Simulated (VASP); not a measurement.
Method: PBE GGA, VASP's PBE PAW potentials (set 64) (plane waves; VASP).

The input files of a VASP run:

**KPOINTS**
```
Regular mesh
0
gamma
  9 9 9
```

**POSCAR**
```
NaF
1
    0.0000000000     2.3150000000     2.3150000000
    2.3150000000     0.0000000000     2.3150000000
    2.3150000000     2.3150000000     0.0000000000
Na F
1 1
Direct
  0.0000000000   0.0000000000   0.0000000000
  0.5000000000   0.5000000000   0.5000000000
```

### INCAR
```
SYSTEM = NaF
PREC = Accurate
ENCUT = 520
EDIFF = 1E-6
NELM = 100
ALGO = Normal
LREAL = .FALSE.
LASPH = .TRUE.
ISMEAR = 0
SIGMA = 0.05
GGA = PE
LWAVE = .FALSE.
LCHARG = .FALSE.
ISIF = 2
NBANDS = 9
```

POTCAR, in this order: Na_pv F (PBE.64 set). Program: vasp_std.

The resulting files:

**OSZICAR**
```
       N       E                     dE             d eps       ncg     rms          rms(c)
DAV:   1     0.110185315548E+03    0.11019E+03   -0.85862E+03   634   0.194E+03
DAV:   2    -0.378150429162E+01   -0.11397E+03   -0.10733E+03   779   0.354E+02
DAV:   3    -0.938046093780E+01   -0.55990E+01   -0.55870E+01   679   0.963E+01
DAV:   4    -0.945495169530E+01   -0.74491E-01   -0.74477E-01   709   0.116E+01
DAV:   5    -0.945569928601E+01   -0.74759E-03   -0.74758E-03   666   0.114E+00    0.542E+00
DAV:   6    -0.856851738081E+01    0.88718E+00   -0.45816E+00   669   0.230E+01    0.185E+00
DAV:   7    -0.855833085465E+01    0.10187E-01   -0.33399E-02   632   0.319E+00    0.104E+00
DAV:   8    -0.855963229140E+01   -0.13014E-02   -0.28464E-02   646   0.514E+00    0.104E-01
DAV:   9    -0.856058409136E+01   -0.95180E-03   -0.40519E-03   690   0.815E-01    0.625E-02
DAV:  10    -0.856051555968E+01    0.68532E-04   -0.45681E-04   686   0.386E-01    0.763E-03
DAV:  11    -0.856051408492E+01    0.14748E-05   -0.12386E-05   639   0.814E-02    0.307E-03
DAV:  12    -0.856051422145E+01   -0.13652E-06   -0.12051E-06   671   0.207E-02
   1 F= -.85605142E+01 E0= -.85605142E+01  d E =-.207049E-21
```

OUTCAR:
```
------------------------ aborting loop because EDIFF is reached ----------------------------------------
  FORCE on cell =-STRESS in cart. coord.  units (eV):
  Direction    XX          YY          ZZ          XY          YZ          ZX
  --------------------------------------------------------------------------------------
  Total        0.3324950      0.3324950      0.3324950      0.0000000      0.0000000     -0.0000000
  in kB       21.4690467     21.4690467     21.4690467      0.0000000      0.0000000     -0.0000000
  external PRESSURE =      21.4690467 kB  Pullay stress =       0.0000000 kB
  volume of cell :       24.81
      direct lattice vectors                 reciprocal lattice vectors
     0.000000000  2.315000000  2.315000000    -0.215982721  0.215982721  0.215982721
     2.315000000  0.000000000  2.315000000     0.215982721 -0.215982721  0.215982721
     2.315000000  2.315000000  0.000000000     0.215982721  0.215982721 -0.215982721
  FREE ENERGIE OF THE ION-ELECTRON SYSTEM (eV)
  ---------------------------------------------------
  free  energy   TOTEN  =        -8.5605142214 eV

  energy  without entropy=       -8.5605142214  energy(sigma->0) =       -8.56051422
```
(Selected blocks of OUTCAR.)

The compound is NaF in the rock salt structure. The cell was not relaxed at this level. The run is one of a series of settings (NBANDS = 9 against the base run), some of them coarse on purpose.
